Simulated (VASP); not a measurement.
Consider the following.

```xyz
2
Lattice="0.0000 2.9520 2.9520 2.9520 0.0000 2.9520 2.9520 2.9520 0.0000" Properties=species:S:1:pos:R:3 pbc="T T T"
Sr     0.0000     0.0000     0.0000
Te     2.9520     2.9520     2.9520
```

All values below come from r2SCAN meta-GGA, VASP's PBE PAW potentials (set 64) (plane waves; VASP 6.6.1). Run with 480 eV cut-off, 6×6×6 Γ-centred mesh, Gaussian smearing of 0.050 eV, potentials Sr_sv Te.

Unless said otherwise, spin-orbit coupling is left out, though it shifts the bands of the heavy elements here.

### Question
Estimate the energy per atom (σ→0), pressure, band gap (on the k-mesh) with the smallest direct gap where there is one.

### Answer

The band gap (on the k-mesh) comes out as 0.68 eV and the smallest direct gap (on the k-mesh) is 1.67 eV. The energy per atom (σ→0) is -21.485 eV/atom and the pressure is 299.6 kbar.

Total energies compare only between runs with the same potentials, cut-off and functional.

The compound is SrTe in the rock salt structure. It was relaxed first under an external pressure of 30 GPa.
